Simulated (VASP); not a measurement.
# TePt: structure and properties in VASP, part 3 of 6

Aim: relax TePt with PBEsol, compute its properties on that cell and hold them against experiment. The start is a cell from a database of measured crystal structures.

VASP 6.6.1; PBEsol; plane waves and PAW (Te, Pt).

So far. Step 3 (Density, ELF and potential (PBEsol)): In this run the pressure is 0.02 GPa, small enough to go on. Step 4 (Bands along the symmetry lines (PBEsol)): There is no gap at this level.

The database entry behind the starting cell differs from later determinations by our own check (c about 0.8 % long), so it need not match the best structure at ambient conditions.

**5. Density of states (PBEsol)**

A density of states needs more k-points than a total energy; ISMEAR = -5 takes tetrahedra, and LORBIT projects the states on the PAW spheres. The mesh is finer than in the run before.

Contents of INCAR:

```
SYSTEM = TePt
PREC = Accurate
ENCUT = 400
EDIFF = 1E-06
NELM = 100
ISMEAR = -5
SIGMA = 0.05
LREAL = .FALSE.
ALGO = Normal
GGA = PS
NBANDS = 30
LASPH = .TRUE.
LORBIT = 11
LWAVE = .FALSE.
LCHARG = .FALSE.
KPAR = 4
NEDOS = 2001
```

Contents of POSCAR:

```
TePt
1.0
    1.9772619222      1.1415727030      6.6267833343
   -1.9772619222      1.1415727030      6.6267833343
    0.0000000000     -2.2831454061      6.6267833343
Te Pt
2 2
Direct
    0.5987281417      0.5987281417      0.5987281417
    0.4012718583      0.4012718583      0.4012718583
    0.8700474103      0.8700474103      0.8700474103
    0.1299525897      0.1299525897      0.1299525897
```

Contents of KPOINTS:

```
Automatic mesh
0
Gamma
10 10 10
0 0 0
```

PAW data sets: Te and Pt (PBE family, release 64).

Launch:

```
> mpirun -np 4 vasp_std
```

The log of the run:

```text
[... set-up lines as in an earlier step ...]
 entering main loop
       N       E                     dE             d eps       ncg     rms          rms(c)
DAV:   1     0.132972058350E+03    0.13297E+03   -0.11677E+04  6960   0.764E+02
DAV:   2    -0.174705960189E+02   -0.15044E+03   -0.13990E+03  8018   0.178E+02
DAV:   3    -0.230552706500E+02   -0.55847E+01   -0.55133E+01  8456   0.328E+01
DAV:   4    -0.231194773254E+02   -0.64207E-01   -0.64219E-01  7998   0.393E+00
DAV:   5    -0.231210042924E+02   -0.15270E-02   -0.15274E-02  8264   0.583E-01    0.166E+01
DAV:   6    -0.225241824961E+02    0.59682E+00   -0.13651E+00  7878   0.842E+00    0.940E+00
DAV:   7    -0.224078901193E+02    0.11629E+00   -0.18018E-01  7472   0.410E+00    0.329E+00
DAV:   8    -0.223596630333E+02    0.48227E-01   -0.10227E-01  7902   0.243E+00    0.965E-01
DAV:   9    -0.223592670875E+02    0.39595E-03   -0.10016E-02  8066   0.476E-01    0.278E-01
DAV:  10    -0.223587599068E+02    0.50718E-03   -0.15963E-03  8020   0.232E-01    0.157E-01
DAV:  11    -0.223587092355E+02    0.50671E-04   -0.11758E-04  8074   0.499E-02    0.652E-02
DAV:  12    -0.223587087072E+02    0.52835E-06   -0.10763E-05  8094   0.186E-02    0.340E-02
DAV:  13    -0.223587098519E+02   -0.11448E-05   -0.11965E-06  6038   0.646E-03    0.814E-03
DAV:  14    -0.223587095892E+02    0.26269E-06   -0.40483E-07  4560   0.306E-03
   1 F= -.22358710E+02 E0= -.22358710E+02  d E =0.000000E+00
 -----------------------------------------------------------------------------
|                                                                             |
|           W    W    AA    RRRRR   N    N  II  N    N   GGGG   !!!           |
|           W    W   A  A   R    R  NN   N  II  NN   N  G    G  !!!           |
|           W    W  A    A  R    R  N N  N  II  N N  N  G       !!!           |
|           W WW W  AAAAAA  RRRRR   N  N N  II  N  N N  G  GGG   !            |
|           WW  WW  A    A  R   R   N   NN  II  N   NN  G    G                |
|           W    W  A    A  R    R  N    N  II  N    N   GGGG   !!!           |
|                                                                             |
|     Tetrahedron method does not include variations of the Fermi             |
|     occupations, so forces and stress will be inaccurate. We suggest        |
|     using a different smearing scheme ISMEAR = 1 or 2 for metals in         |
|     relaxations.                                                            |
|                                                                             |
 -----------------------------------------------------------------------------
```

It took 90 s on 4 MPI ranks of AMD EPYC 9R45, shared host; peak memory 1.7 GiB; 5.6 min of CPU time.

OUTCAR, selected parts (step 5):

```text
   k-points           NKPTS =    116   k-points in BZ     NKDIM =    116   number of bands    NBANDS=     30

   NELECT =      32.0000    total number of electrons

 E-fermi :   8.3959

 k-point     1 :       0.0000    0.0000    0.0000
  band No.  band energies     occupation
    ...
      9       5.3685      2.00000
     10       5.3685      2.00000
     11       6.4751      2.00000
     12       6.4751      2.00000
     13       6.6935      2.00000
     14       9.0638     -0.07949
     15       9.0638      0.00000
     16       9.3092      0.00000
     17       9.6527      0.00000
     18      11.3009      0.00000
    ...

  Total        0.0557238      0.0557238     -0.0022311      0.0000000      0.0000000      0.0000000
  in kB        0.9947854      0.9947854     -0.0398296      0.0000000      0.0000000      0.0000000
  external PRESSURE =       0.6499137 kB  Pullay stress =       0.0000000 kB

 POSITION                                       TOTAL-FORCE (eV/Angst)
 -----------------------------------------------------------------------------------
      0.00000     -0.00000     11.90293         0.000000      0.000000     -0.039686
      0.00000     -0.00000      7.97742         0.000000     -0.000000      0.039686
      0.00000     -0.00000     17.29685         0.000000      0.000000     -0.027101
      0.00000     -0.00000      2.58350         0.000000     -0.000000      0.027101
 -----------------------------------------------------------------------------------
    total drift:                                0.000000     -0.000000      0.000000

  FREE ENERGIE OF THE ION-ELECTRON SYSTEM (eV)
  ---------------------------------------------------
  free  energy   TOTEN  =       -22.3587095892 eV

  energy  without entropy=      -22.3587095892  energy(sigma->0) =      -22.35870959

[... 6 parts as in an earlier step ...]

[... 10 further parts left out ...]
```

With tetrahedra the forces and stress of a metal are not exact derivatives of the energy.

Numbers from this step:

| Quantity | Value |
| --- | --- |
| SCF cycles | 14 |
| irreducible k-points | 116 |
| Fermi energy | 8.396 eV |
| pressure | 0.06499 GPa |
| DOS at the Fermi level | 1.956 states/eV/cell |

The density of states has structure finer than the step of the table below, so its rows give means over 0.5 eV, whole bins alone (the curve runs from -12.0 to 4.71 eV). Peaks (eV: height): total -5.05: 7.19, -2.44: 8.22, -1.92: 8.22, -1.70: 8.16; Pt d -2.44: 6.36, -2.29: 4.82, -1.92: 6.41, -1.77: 6.09; Te p -6.39: 0.848, -5.20: 1.11, -4.75: 0.701, -4.30: 0.698; Pt p -4.01: 0.31, -3.56: 0.215, -0.95: 0.295, -0.28: 0.259; Pt s -6.39: 1.21, -1.62: 0.264, 3.29: 0.262.

States under -12.0 eV and over 4.7 eV are left out. The density of states by energy, zero at the Fermi level; means over each step; values in states/eV/cell:

```
energy (eV)    total     Pt d     Te p    Pt p     Pt s    Te s    Te d
      -11.5     3.35    0.224   0.0208  0.0966   0.0871    2.14  7.1e-4
      -11.0  0.00472        0        0       0        0       0       0
      -10.5        0        0        0       0        0       0       0
      -10.0        0        0        0       0        0       0       0
       -9.5        0        0        0       0        0       0       0
       -9.0        0        0        0       0        0       0       0
       -8.5        0        0        0       0        0       0       0
       -8.0        0        0        0       0        0       0       0
       -7.5        0        0        0       0        0       0       0
       -7.0   0.0292  0.00264  0.00604  9.2e-4  0.00651  8.5e-4  4.5e-5
       -6.5     2.87    0.463    0.544  0.0738    0.738  0.0619  0.0113
       -6.0     3.33     1.12    0.640  0.0695    0.397  0.0574  0.0118
       -5.5     3.50     1.95    0.587  0.0593    0.122  0.0296  0.0154
       -5.0     5.58     3.21    0.826   0.153    0.189  0.0442  0.0334
       -4.5     4.96     2.99    0.601   0.153    0.166  0.0640  0.0334
       -4.0     4.78     2.91    0.550   0.215    0.137  0.0437  0.0336
       -3.5     4.52     2.80    0.555   0.180   0.0627  0.0496  0.0314
       -3.0     3.50     2.36    0.354   0.125   0.0436  0.0347  0.0249
       -2.5     6.14     4.59    0.397   0.139    0.125  0.0270  0.0400
       -2.0     6.43     4.84    0.387   0.155    0.131  0.0582  0.0528
       -1.5     4.78     2.95    0.543   0.229    0.151  0.0747  0.0337
       -1.0     2.51    0.981    0.550   0.266   0.0497  0.0339  0.0163
       -0.5     2.03    0.681    0.518   0.230   0.0327  0.0307  0.0149
        0.0     1.99    0.562    0.586   0.233   0.0259  0.0287  0.0170
        0.5     1.53    0.398    0.498   0.166   0.0195  0.0243  0.0136
        1.0     1.11    0.346    0.336  0.0917   0.0165  0.0254  0.0115
        1.5     1.79    0.781    0.422  0.0644   0.0349  0.0414  0.0280
        2.0     2.19    0.867    0.577  0.0743   0.0647  0.0410  0.0384
        2.5     1.57    0.493    0.350  0.0733    0.137  0.0322  0.0467
        3.0     1.49    0.332    0.311   0.101    0.205  0.0349  0.0543
        3.5     1.28    0.273    0.284  0.0854    0.190  0.0253  0.0456
        4.0    0.673    0.117   0.0980  0.0449    0.125  0.0180  0.0449
```

The finer mesh and the other smearing move the Fermi level by +0.03 eV from the 7×7×7 run, a small shift, which tests the Fermi level alone. Of the states within 0.3 eV of the Fermi level, the largest shares in the PAW spheres are Te p 29 %, Pt d 28 % and Pt p 12 %. The rest lies in smaller channels or between the spheres.

(Continued in part 4 of 6.)

[Lines on the potential files, build, host, timing and source positions are cut from VASP's logs without a mark.]

[Logs are printed without paths, hosts, clocks, repeated set-up lines and the standing remarks that a program may print on its own settings, such as how far it seeks lower states.]

[Hosts, paths, dates, database ids (printed as entryN), source tags and the programs' standing remarks are cut or masked in the printed files.]

[A measured line is paired with the nearest computed mode of its activity, which favours agreement.]
